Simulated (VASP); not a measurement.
All values below come from r2SCAN meta-GGA, VASP's PBE PAW potentials (set 64) (plane waves; VASP).

The input files of a VASP run:

POSCAR:
```
FePt
1
    2.7322467276     0.0000000000     0.0000000000
    0.0000000000     2.6776017931     0.0000000000
    0.0000000000     0.0000000000     3.6512291042
Fe Pt
1 1
Direct
  0.0000000000   0.0000000000   0.0000000000
  0.5000000000   0.5000000000   0.5000000000
```

### INCAR
```
# general
SYSTEM =FePt
PREC   =Accurate
ENCUT  =480
LREAL  =.FALSE.   # projection in real space or not
LASPH  =.TRUE.

# electronic loop
EDIFF  =1E-7
NELM   =100   # most electronic steps
ALGO   =Normal   # blocked Davidson
LMAXMIX=6
LMIXTAU=.TRUE.

# smearing
ISMEAR =1
SIGMA  =0.1   # width (eV)

# functional
METAGGA=R2SCAN

# spin
ISPIN  =2
MAGMOM =3.3 0.3

# ions
ISIF   =2

# output
LWAVE  =.FALSE.
LCHARG =.FALSE.
LORBIT =10
```

KPOINTS:
```
K-points
0
Gamma
 12 12 10
0 0 0
```

POTCAR, in this order: Fe Pt (PBE.64 set). Program: vasp_std.

Unless said otherwise, spin-orbit coupling is left out, though it shifts the bands of the heavy elements here.

**Question.** Predict the energy per atom (σ→0), cell moment, pressure, band gap (on the k-mesh).

**Answer.** 
```
Quantity                                                    Result
------------------------  ----------------------------------------
energy per atom (σ→0)                              -33.252 eV/atom
cell moment                                                3.52 μB
band gap (on the k-mesh)  none (metal, semimetal or under 0.01 eV)
pressure                                                 10.07 GPa
```

### OSZICAR
```
...
DAV:  12    -0.665037714111E+02   -0.34203E-03   -0.10456E-03 22726   0.421E-01    0.118E-01
DAV:  13    -0.665038988775E+02   -0.12747E-03   -0.11699E-04 24101   0.176E-01    0.506E-02
DAV:  14    -0.665039004104E+02   -0.15328E-05   -0.26121E-05 26483   0.781E-02    0.167E-02
DAV:  15    -0.665039006461E+02   -0.23573E-06   -0.62301E-06 24335   0.433E-02    0.755E-03
DAV:  16    -0.665039007802E+02   -0.13411E-06   -0.92259E-07 20239   0.108E-02    0.512E-03
DAV:  17    -0.665039015090E+02   -0.72882E-06   -0.18914E-07 17169   0.618E-03    0.232E-03
DAV:  18    -0.665039015411E+02   -0.32098E-07   -0.63956E-08 10694   0.647E-03
   1 F= -.66503902E+02 E0= -.66503856E+02  d E =-.137701E-03  mag=     3.5194
```

The compound is FePt in the L1_0 structure. This cell was strained or had an atom moved on purpose.
